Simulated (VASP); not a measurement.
# Zr3MoC (Pm-3m) in VASP: a series of runs, part 2 of 2

VASP 6.6.1.

## (4) Band structure, PBE

INCAR

```
SYSTEM = Zr3MoC
PREC = Accurate
ENCUT = 900
EDIFF = 1E-7
ISMEAR = -1
SIGMA = 0.05
LREAL = .FALSE.
LASPH = .TRUE.
NELM = 60
ALGO = Normal
ISIF = 2
LWAVE = .FALSE.
LCHARG = .FALSE.
LMAXMIX = 4
GGA = PE
```

KPOINTS

```
Automatic mesh
0
G
  5 5 5
  0 0 0
```

POSCAR

```
Zr3MoC
1.0
    4.9425100000      0.0000000000      0.0000000000
    0.0000000000      4.9425100000      0.0000000000
    0.0000000000      0.0000000000      4.9425100000
Zr Mo C
3 1 1
Direct
    0.5000000000      0.0000000000      0.0000000000
    0.0000000000      0.5000000000      0.0000000000
    0.0000000000      0.0000000000      0.5000000000
    0.0000000000      0.0000000000      0.0000000000
    0.5000000000      0.5000000000      0.5000000000
```

KPOINTS_OPT

```
path GXMGRX,MR
20
line-mode
reciprocal
 0.0000000000  0.0000000000  0.0000000000  G
 0.0000000000  0.5000000000  0.0000000000  X

 0.0000000000  0.5000000000  0.0000000000  X
 0.5000000000  0.5000000000  0.0000000000  M

 0.5000000000  0.5000000000  0.0000000000  M
 0.0000000000  0.0000000000  0.0000000000  G

 0.0000000000  0.0000000000  0.0000000000  G
 0.5000000000  0.5000000000  0.5000000000  R

 0.5000000000  0.5000000000  0.5000000000  R
 0.0000000000  0.5000000000  0.0000000000  X

 0.5000000000  0.5000000000  0.0000000000  M
 0.5000000000  0.5000000000  0.5000000000  R
```

Potentials or basis: VASP PAW PBE potentials, release 64 (Zr_sv, Mo_sv, C).

Command:

```sh
$ cat potpaw_PBE.64/Zr_sv/POTCAR potpaw_PBE.64/Mo_sv/POTCAR potpaw_PBE.64/C/POTCAR > POTCAR
$ mpirun -np 1 vasp_std > vasp.out
```

It took 16 min on 1 thread of Intel Xeon Platinum 8375C at 2.90GHz (Ice Lake), shared host; peak memory 0.36 GiB.

Results (log left out):

| Item | Value |
| --- | --- |
| Free energy | -36.3233 eV |
| Pressure | 1.0 GPa |
| Band gap along the path | none (metal or under the smearing width) |

Levels at the corners of the path, in eV from the Fermi level:
| point | band 24 | band 25 | band 26 | band 27 | band 28 | band 29 | band 30 | band 31 |
| --- | --- | --- | --- | --- | --- | --- | --- | --- |
| Γ | -0.85 | -0.85 | -0.47 | -0.43 | -0.43 | -0.43 | 1.78 | 1.78 |
| X | -0.43 | -0.28 | -0.28 | -0.02 | 0.13 | 0.13 | 0.18 | 1.34 |
| X | -0.43 | -0.28 | -0.28 | -0.02 | 0.13 | 0.13 | 0.18 | 1.34 |
| M | -1.22 | -0.55 | -0.27 | -0.27 | -0.16 | 0.37 | 1.47 | 1.47 |
| M | -1.22 | -0.55 | -0.27 | -0.27 | -0.16 | 0.37 | 1.47 | 1.47 |
| Γ | -0.85 | -0.85 | -0.47 | -0.43 | -0.43 | -0.43 | 1.78 | 1.78 |
| Γ | -0.85 | -0.85 | -0.47 | -0.43 | -0.43 | -0.43 | 1.78 | 1.78 |
| R | 0.13 | 0.13 | 0.13 | 0.19 | 0.36 | 0.36 | 0.36 | 0.70 |
| R | 0.13 | 0.13 | 0.13 | 0.19 | 0.36 | 0.36 | 0.36 | 0.70 |
| X | -0.43 | -0.28 | -0.28 | -0.02 | 0.13 | 0.13 | 0.18 | 1.34 |
| M | -1.22 | -0.55 | -0.27 | -0.27 | -0.16 | 0.37 | 1.47 | 1.47 |
| R | 0.13 | 0.13 | 0.13 | 0.19 | 0.36 | 0.36 | 0.36 | 0.70 |

## (5) Band structure, PBE

INCAR is that of step 4.

KPOINTS is that of step 4.

POSCAR is that of step 4.

KPOINTS_OPT is that of step 4.

Potentials or basis: VASP PAW PBE potentials, release 64 (Zr_sv, Mo, C).

Command:

```sh
$ cat potpaw_PBE.64/Zr_sv/POTCAR potpaw_PBE.64/Mo/POTCAR potpaw_PBE.64/C/POTCAR > POTCAR
$ mpirun -np 1 vasp_std > vasp.out
```

Run time: 15 min. Hardware: 1 thread of Intel Xeon Platinum 8375C at 2.90GHz (Ice Lake), shared host; peak memory 0.36 GiB.

It converged, with:

- Free energy: -36.3080 eV
- Pressure: 1.5 GPa
- Band gap along the path: none (metal or under the smearing width)

Levels at the corners of the path, in eV from the Fermi level:
| point | band 19 | band 20 | band 21 | band 22 | band 23 | band 24 | band 25 | band 26 | band 27 |
| --- | --- | --- | --- | --- | --- | --- | --- | --- | --- |
| Γ | -3.05 | -0.86 | -0.86 | -0.48 | -0.43 | -0.43 | -0.43 | 1.77 | 1.77 |
| X | -2.03 | -0.46 | -0.28 | -0.28 | -0.03 | 0.13 | 0.13 | 0.18 | 1.35 |
| X | -2.03 | -0.46 | -0.28 | -0.28 | -0.03 | 0.13 | 0.13 | 0.18 | 1.34 |
| M | -1.32 | -1.23 | -0.57 | -0.29 | -0.29 | -0.17 | 0.37 | 1.45 | 1.48 |
| M | -1.32 | -1.23 | -0.57 | -0.29 | -0.29 | -0.17 | 0.37 | 1.45 | 1.45 |
| Γ | -3.05 | -0.86 | -0.86 | -0.48 | -0.43 | -0.43 | -0.43 | 1.77 | 1.77 |
| Γ | -3.05 | -0.86 | -0.86 | -0.48 | -0.43 | -0.43 | -0.43 | 1.77 | 1.77 |
| R | -1.81 | 0.14 | 0.14 | 0.14 | 0.19 | 0.38 | 0.38 | 0.38 | 0.72 |
| R | -1.81 | 0.14 | 0.14 | 0.14 | 0.19 | 0.38 | 0.38 | 0.38 | 0.72 |
| X | -2.03 | -0.46 | -0.28 | -0.28 | -0.03 | 0.13 | 0.13 | 0.18 | 1.34 |
| M | -1.32 | -1.23 | -0.57 | -0.29 | -0.29 | -0.17 | 0.37 | 1.45 | 1.46 |
| R | -1.81 | 0.14 | 0.14 | 0.14 | 0.19 | 0.38 | 0.38 | 0.38 | 0.72 |

## (6) Band structure, PBE

INCAR is that of step 5.

KPOINTS is that of step 5.

POSCAR is that of step 5.

KPOINTS_OPT is that of step 5.

Potentials or basis: VASP PAW PBE potentials, release 64 (Zr_sv, Mo_pv, C).

Command:

```sh
$ cat potpaw_PBE.64/Zr_sv/POTCAR potpaw_PBE.64/Mo_pv/POTCAR potpaw_PBE.64/C/POTCAR > POTCAR
$ mpirun -np 1 vasp_std > vasp.out
```

OUTCAR:

```text
SYSTEM = Zr3MoC
   PREC = Accurate
   ENCUT = 900
   EDIFF = 1E-7
   ISMEAR = -1
   LREAL = .FALSE.
   LASPH = .TRUE.
   NELM = 60
   ISIF = 2
   GGA = PE

 ion  position               nearest neighbor table
   1  0.500  0.000  0.000-   4 2.47   4 2.47   2 3.49   3 3.49   2 3.49   2 3.49   3 3.49   3 3.49
                             3 3.49   2 3.49
   2  0.000  0.500  0.000-   4 2.47   4 2.47   1 3.49   3 3.49   1 3.49   3 3.49   3 3.49   3 3.49
                             1 3.49   1 3.49
   3  0.000  0.000  0.500-   4 2.47   4 2.47   1 3.49   1 3.49   2 3.49   2 3.49   2 3.49   2 3.49
                             1 3.49   1 3.49
   4  0.000  0.000  0.000-   1 2.47   2 2.47   3 2.47   3 2.47   2 2.47   1 2.47
   5  0.500  0.500  0.500-

  LATTYP: Found a simple cubic cell.
 ALAT       =     4.9425100000

  Lattice vectors:

 A1 = (   4.9425100000,   0.0000000000,   0.0000000000)
 A2 = (   0.0000000000,   4.9425100000,   0.0000000000)
 A3 = (   0.0000000000,   0.0000000000,   4.9425100000)

Analysis of symmetry for initial positions (statically):
=====================================================================
 Subroutine PRICEL returns:
 Original cell was already a primitive cell.

 Routine SETGRP: Setting up the symmetry group for a
 simple cubic supercell.

 Subroutine GETGRP returns: Found 48 space group operations
 (whereof 48 operations were pure point group operations)
 out of a pool of 48 trial point group operations.

The static configuration has the point symmetry O_h .

Analysis of symmetry for dynamics (positions and initial velocities):
=====================================================================
 Subroutine PRICEL returns:
 Original cell was already a primitive cell.

 Routine SETGRP: Setting up the symmetry group for a
 simple cubic supercell.

 Subroutine GETGRP returns: Found 48 space group operations
 (whereof 48 operations were pure point group operations)
 out of a pool of 48 trial point group operations.

The dynamic configuration has the point symmetry O_h .

 Subroutine INISYM returns: Found 48 space group operations
 (whereof 48 operations are pure point group operations),
 and found     1 'primitive' translations

----------------------------------------------------------------------------------------

                                     Primitive cell

  volume of cell :     120.7376

  direct lattice vectors                    reciprocal lattice vectors
     4.942510000  0.000000000  0.000000000     0.202326348  0.000000000  0.000000000
     0.000000000  4.942510000  0.000000000     0.000000000  0.202326348  0.000000000
     0.000000000  0.000000000  4.942510000     0.000000000  0.000000000  0.202326348

  length of vectors
     4.942510000  4.942510000  4.942510000     0.202326348  0.202326348  0.202326348

  position of ions in fractional coordinates (direct lattice)
     0.500000000  0.000000000  0.000000000
     0.000000000  0.500000000  0.000000000
     0.000000000  0.000000000  0.500000000
     0.000000000  0.000000000  0.000000000
     0.500000000  0.500000000  0.500000000

  ion indices of the primitive-cell ions
   primitive index   ion index
                 1           1
                 2           2
[... 29 lines left out ...]

 Following reciprocal coordinates:
            Coordinates               Weight
  0.000000  0.000000  0.000000      1.000000
  0.200000  0.000000  0.000000      6.000000
  0.400000  0.000000  0.000000      6.000000
  0.200000  0.200000  0.000000     12.000000
  0.400000  0.200000  0.000000     24.000000
  0.400000  0.400000  0.000000     12.000000
  0.200000  0.200000  0.200000      8.000000
  0.400000  0.200000  0.200000     24.000000
  0.400000  0.400000  0.200000     24.000000
  0.400000  0.400000  0.400000      8.000000
   k-points           NKPTS =     10   k-points in BZ     NKDIM =     10   number of bands    NBANDS=     31
   number of dos      NEDOS =    301   number of ions     NIONS =      5
   total plane-waves  NPLWV = 110592
   dimension x,y,z NGX =    48 NGY =   48 NGZ =   48
   dimension x,y,z NGXF=    96 NGYF=   96 NGZF=   96
   ions per type =               3   1   1
   NGX,Y,Z   is equivalent  to a cutoff of  16.15, 16.15, 16.15 a.u.
   NGXF,Y,Z  is equivalent  to a cutoff of  32.29, 32.29, 32.29 a.u.
 SYSTEM =  Zr3MoC
   PREC   = accura    normal or accurate (medium, high low for compatibility)
   ISTART =      0    job   : 0-new  1-cont  2-samecut
   ICHARG =      2    charge: 1-file 2-atom 10-const
   ISPIN  =      1    spin polarized calculation?
   LNONCOLLINEAR =      F non collinear calculations
   LSORBIT =      F    spin-orbit coupling
   LASPH  =      T    aspherical Exc in radial PAW
   ENCUT  =  900.0 eV  66.15 Ry    8.13 a.u.  12.09 12.09 12.09*2*pi/ulx,y,z
   NELM   =     60;   NELMIN=  2; NELMDL= -5     # of ELM steps
   EDIFF  = 0.1E-06   stopping-criterion for ELM
   LREAL  =      F    real-space projection
   EDIFFG = 0.1E-05   stopping-criterion for IOM
   NSW    =      0    number of steps for IOM
   IBRION =     -1    ionic relax: 0-MD 1-quasi-New 2-CG
   NFREE  =      0    steps in history (QN), initial steepest desc. (CG)
   ISIF   =      2    stress and relaxation
   ISYM   =      2    0-nonsym 1-usesym 2-fastsym
   POTIM  = 0.5000    time-step for ionic-motion
   TEBEG  =    0.0;   TEEND  =   0.0 temperature during run
   PSTRESS=    0.0 pullay stress
   NELECT =      52.0000    total number of electrons
   NUPDOWN=      -1.0000    fix difference up-down
   EMIN   =  10.00;   EMAX   =-10.00  energy-range for DOS
   EFERMI =   0.00;   METHOD = LEGACY
   ISMEAR =    -1;   SIGMA  =   0.05  broadening in eV -4-tet -1-fermi 0-gaus
   EFERMI_NEDOS =   21; number of points for ismear=-14 and -15
   IALGO  =     38    algorithm
   IMIX   =      4    mixing-type and parameters
     AMIX     =   0.40;   BMIX     =  1.00
     AMIX_MAG =   1.60;   BMIX_MAG =  1.00
  volume/ion in A,a.u.               =      24.15       162.96
  Fermi-wavevector in a.u.,A,eV,Ry     =   1.236313  2.336293 20.796090  1.528470
  Thomas-Fermi vector in A             =   2.370926
   LORBIT       =      0    0 simple, 1 ext, 2 COOP (PROOUT), +10 PAW based schemes
   GGA     = PE    functional components
   LHFCALC =     F    Hartree Fock is set to
   AEXX    =    0.0000 exact exchange contribution
   IVDW    =     0    specifies the selected vdW correction
   LEPSILON=     F    determine dielectric tensor
   LRPA    =     F    only Hartree local field effects (RPA)
 non-spin polarized calculation
  energy-cutoff  :      900.00
  volume of cell :      120.74
 maximum number of plane-waves:      7441
   NGX = 25   NGY = 25   NGZ = 25

 number of electron      52.0000000 magnetization

 Free energy of the ion-electron system (eV)
  ---------------------------------------------------
  ext. energy  EPLUGINS =         0.00000000
  ---------------------------------------------------
  free energy    TOTEN  =       -36.30591941 eV

  energy without entropy =      -36.24240473  energy(sigma->0) =      -36.27416207

 E-fermi :   6.1847     XC(G=0): -10.0736

 val. band max:        6.1586679293   @ k =   0.4000   0.4000   0.2000
 cond. band min:       6.2024669158   @ k =   0.4000   0.0000   0.0000
 fundamental gap:      0.0437989865
 Fermi energy:         6.1846959140

 k-point     1 :       0.0000    0.0000    0.0000
  band No.  band energies     occupation
      1     -43.0056      2.00000
      2     -42.9686      2.00000
      3     -42.9686      2.00000
      4     -28.1366      2.00000
      5     -28.1366      2.00000
      6     -28.1366      2.00000
[... 329 lines left out ...]
     30       7.1382      0.00000
     31       7.1403      0.00000

------------------------ aborting loop because EDIFF is reached ----------------------------------------

  FORCE on cell =-STRESS in cart. coord.  units (eV):
  Direction    XX          YY          ZZ          XY          YZ          ZX
  --------------------------------------------------------------------------------------
  -------------------------------------------------------------------------------------
  Total        0.7741658      0.7741658      0.7741658     -0.0000000      0.0000000      0.0000000
  in kB       10.2731083     10.2731083     10.2731083     -0.0000000      0.0000000      0.0000000
  external PRESSURE =      10.2731083 kB  Pullay stress =       0.0000000 kB

 VOLUME and BASIS-vectors are now :
 -----------------------------------------------------------------------------
  energy-cutoff  :      900.00
  volume of cell :      120.74
      direct lattice vectors                 reciprocal lattice vectors
     4.942510000  0.000000000  0.000000000     0.202326348  0.000000000  0.000000000
     0.000000000  4.942510000  0.000000000     0.000000000  0.202326348  0.000000000
     0.000000000  0.000000000  4.942510000     0.000000000  0.000000000  0.202326348

 POSITION                                       TOTAL-FORCE (eV/Angst)
 -----------------------------------------------------------------------------------
      2.47126      0.00000      0.00000         0.000000      0.000000      0.000000
      0.00000      2.47126      0.00000         0.000000      0.000000      0.000000
      0.00000      0.00000      2.47126         0.000000      0.000000      0.000000
      0.00000      0.00000      0.00000         0.000000      0.000000      0.000000
      2.47126      2.47126      2.47126         0.000000      0.000000      0.000000
 -----------------------------------------------------------------------------------
    total drift:                                0.000000      0.000000      0.000000

  FREE ENERGIE OF THE ION-ELECTRON SYSTEM (eV)
  ---------------------------------------------------
  free  energy   TOTEN  =       -36.3059194064 eV

  energy  without entropy=      -36.2424047327  energy(sigma->0) =      -36.27416207
```

It took 13 min on 1 thread of Intel Xeon Platinum 8375C at 2.90GHz (Ice Lake), shared host; peak memory 0.38 GiB.

Results:

```
Free energy             : -36.3059 eV
Pressure                : 1.0 GPa
Band gap along the path : none (metal or under the smearing width)
```

Levels at the corners of the path, in eV from the Fermi level:
```csv
point,band 23,band 24,band 25,band 26,band 27,band 28,band 29,band 30
Γ,-0.85,-0.85,-0.47,-0.43,-0.43,-0.43,1.78,1.78
X,-0.43,-0.28,-0.28,-0.02,0.13,0.13,0.19,1.34
X,-0.43,-0.28,-0.28,-0.02,0.13,0.13,0.19,1.34
M,-1.22,-0.55,-0.27,-0.27,-0.16,0.37,1.46,1.46
M,-1.22,-0.55,-0.27,-0.27,-0.16,0.37,1.46,1.46
Γ,-0.85,-0.85,-0.47,-0.43,-0.43,-0.43,1.78,1.78
Γ,-0.85,-0.85,-0.47,-0.43,-0.43,-0.43,1.78,1.78
R,0.13,0.13,0.13,0.19,0.36,0.36,0.36,0.71
R,0.13,0.13,0.13,0.19,0.36,0.36,0.36,0.71
X,-0.43,-0.28,-0.28,-0.02,0.13,0.13,0.19,1.34
M,-1.22,-0.55,-0.27,-0.27,-0.16,0.37,1.46,1.46
R,0.13,0.13,0.13,0.19,0.36,0.36,0.36,0.71
```

## (7) The reference run

An earlier run on the cell as given: functional PBE; potentials or basis VASP PAW PBE potentials, release 64 (Zr_sv, Mo_sv, C); cutoff 520 eV; k mesh 6 × 6 × 6; occupations fermi-dirac, width 0.05 eV; no spin polarisation.

* Pressure: -0.1 GPa
* Band gap on the k mesh: none (metal or under the smearing width)

## (8) The runs side by side

```csv
task,potentials or basis,k mesh,cutoff (eV),pressure (GPa)
band structure,"VASP PAW PBE potentials, release 64 (Zr_sv, Mo_sv, C_h)",5 × 5 × 5,900,1.0
band structure,"VASP PAW PBE potentials, release 64 (Zr_sv, Mo_sv, C_s)",5 × 5 × 5,900,1.0
band structure,"VASP PAW PBE potentials, release 64 (Zr_sv, Mo_sv, C)",5 × 5 × 5,900,1.0
band structure,"VASP PAW PBE potentials, release 64 (Zr_sv, Mo, C)",5 × 5 × 5,900,1.5
band structure,"VASP PAW PBE potentials, release 64 (Zr_sv, Mo_pv, C)",5 × 5 × 5,900,1.0
single point,"VASP PAW PBE potentials, release 64 (Zr_sv, Mo_sv, C)",6 × 6 × 6,520,-0.1
```

Alike in all rows: level PBE; no spin polarisation; cell as given; smearing fermi-dirac 0.05 eV.

Caveats: the cutoff is under 1.25 times the usual one of these potentials, so pressure, stress and relaxed cells hold a basis-set (Pulay) error (some runs).

Absolute energies hang on the potentials; compare differences alone.
